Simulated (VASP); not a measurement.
Consider the following.

```xyz
2
Lattice="0.0000 3.0607 3.0607 3.0607 0.0000 3.0607 3.0607 3.0607 0.0000" Properties=species:S:1:pos:R:3 pbc="T T T"
Cd     0.0000     0.0000     0.0000
Se     1.5303     1.5303     1.5303
```

Method: PBE GGA with D3 dispersion (zero damping), VASP's PBE PAW potentials (set 64) (plane waves; VASP 6.6.1). Settings: 520 eV cut-off, Gaussian smearing of 0.050 eV, potentials Cd Se.

Task: Give the energies of bands 7 to 11 at the high-symmetry points, in eV from the valence-band maximum.

Result: 
| band | Γ | X | U | L | W |
|---|---|---|---|---|---|
| 7 | 0.00 | -3.99 | -3.93 | -4.28 | -3.90 |
| 8 | 0.00 | -1.79 | -2.44 | -0.72 | -2.16 |
| 9 | 0.00 | -1.79 | -1.47 | -0.72 | -2.13 |
| 10 | 0.57 | 3.17 | 3.71 | 2.37 | 4.96 |
| 11 | 5.93 | 3.74 | 5.12 | 6.44 | 5.22 |

The gap is direct, 0.57 eV, from the valence maximum at Γ to the conduction minimum at Γ.

The compound is CdSe in the zinc blende structure, whereas wurtzite is the usual form. It was relaxed first.
